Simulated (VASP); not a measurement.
All values below come from revTPSS meta-GGA, VASP's PBE PAW potentials (set 64) (plane waves; VASP).

The input files of a VASP run:

**POSCAR**
```
Ba
2.5201320
 -1.0000000525   1.0000000525   1.0000000525
  1.0000000525  -1.0000000525   1.0000000525
  1.0000000525   1.0000000525  -1.0000000525
Ba
1
Cart
  0.0000000000   0.0000000000   0.0000000000
```

File KPOINTS:
```
Automatic mesh
0
Gamma
10 10 10
0 0 0
```

**INCAR**
```
SYSTEM = Ba
PREC = Accurate
ENCUT = 520
EDIFF = 1E-7
NELM = 100
ALGO = Normal
LREAL = .FALSE.
LASPH = .TRUE.
ISMEAR = 1
SIGMA = 0.1
METAGGA = RTPSS
LMIXTAU = .TRUE.
LMAXMIX = 4
LWAVE = .FALSE.
LCHARG = .FALSE.
ISIF = 2
```

POTCAR, in this order: Ba_sv (PBE.64 set). Program: vasp_std.

The run wrote:

### OSZICAR
```
       N       E                     dE             d eps       ncg     rms          rms(c)
DAV:   1     0.337463912456E+03    0.33746E+03   -0.69438E+03   846   0.106E+04
DAV:   2     0.122038970090E+03   -0.21542E+03   -0.21349E+03  1692   0.191E+03
DAV:   3     0.723554212319E+02   -0.49684E+02   -0.48677E+02  1690   0.113E+03
DAV:   4     0.451804329368E+02   -0.27175E+02   -0.26696E+02  1692   0.892E+02
DAV:   5     0.316106966934E+02   -0.13570E+02   -0.13473E+02  1692   0.657E+02    0.776E+00
DAV:   6     0.201509238768E+02   -0.11460E+02   -0.12038E+02  1082   0.730E+01    0.244E+00
DAV:   7     0.202119662665E+02    0.61042E-01   -0.24285E+00  1114   0.141E+01    0.185E+00
DAV:   8     0.203504628380E+02    0.13850E+00   -0.21852E-01  1286   0.378E+00    0.879E-01
DAV:   9     0.203817517952E+02    0.31289E-01   -0.19505E-01  1048   0.360E+00    0.275E-01
DAV:  10     0.204953529238E+02    0.11360E+00   -0.20933E+01   846   0.427E+02    0.307E-01
DAV:  11     0.203788967075E+02   -0.11646E+00   -0.56935E-01   848   0.109E+01    0.260E-01
DAV:  12     0.203799075564E+02    0.10108E-02   -0.12863E-02  1168   0.962E-01    0.550E-02
DAV:  13     0.203796889568E+02   -0.21860E-03   -0.68709E-04  1256   0.186E-01    0.513E-02
DAV:  14     0.203798580195E+02    0.16906E-03   -0.25297E-04   965   0.192E-01    0.494E-02
DAV:  15     0.203798512226E+02   -0.67969E-05   -0.63018E-04   886   0.256E-01    0.679E-03
DAV:  16     0.203797514550E+02   -0.99768E-04   -0.10257E-04   891   0.128E-01    0.447E-03
DAV:  17     0.203797446024E+02   -0.68527E-05   -0.13730E-05   982   0.444E-02    0.299E-03
DAV:  18     0.203797389508E+02   -0.56516E-05   -0.31646E-06   956   0.235E-02    0.204E-03
DAV:  19     0.203797383483E+02   -0.60253E-06   -0.35819E-07   929   0.893E-03    0.132E-03
DAV:  20     0.203797380922E+02   -0.25611E-06   -0.53187E-08   945   0.333E-03    0.107E-03
DAV:  21     0.203797378363E+02   -0.25583E-06   -0.33141E-08   532   0.217E-03    0.419E-04
DAV:  22     0.203797376848E+02   -0.15150E-06   -0.16938E-08   492   0.111E-03    0.115E-04
DAV:  23     0.203797376323E+02   -0.52580E-07   -0.87046E-09   477   0.101E-03
   1 F= 0.20379738E+02 E0= 0.20379875E+02  d E =-.412100E-03
```

### OUTCAR
```
------------------------ aborting loop because EDIFF is reached ----------------------------------------
  FORCE on cell =-STRESS in cart. coord.  units (eV):
  Direction    XX          YY          ZZ          XY          YZ          ZX
  --------------------------------------------------------------------------------------
  Total       -0.1056682     -0.1056682     -0.1056682      0.0000000      0.0000000      0.0000000
  in kB       -2.6443860     -2.6443860     -2.6443860      0.0000000      0.0000000      0.0000000
  external PRESSURE =      -2.6443860 kB  Pullay stress =       0.0000000 kB
  volume of cell :       64.02
      direct lattice vectors                 reciprocal lattice vectors
    -2.520132132  2.520132132  2.520132132     0.000000000  0.198402295  0.198402295
     2.520132132 -2.520132132  2.520132132     0.198402295  0.000000000  0.198402295
     2.520132132  2.520132132 -2.520132132     0.198402295  0.198402295  0.000000000
 POSITION                                       TOTAL-FORCE (eV/Angst)
 -----------------------------------------------------------------------------------
      0.00000      0.00000      0.00000         0.000000      0.000000     -0.000000
 -----------------------------------------------------------------------------------
    total drift:                                0.000000      0.000000      0.000000
  FREE ENERGIE OF THE ION-ELECTRON SYSTEM (eV)
  ---------------------------------------------------
  free  energy   TOTEN  =        20.3797376323 eV

  energy  without entropy=       20.3801497324  energy(sigma->0) =       20.37987500
```
(Selected blocks of OUTCAR.)

The compound is Ba in the bcc structure. This cell is one point of a volume scan, at 1.03 of the reference volume.
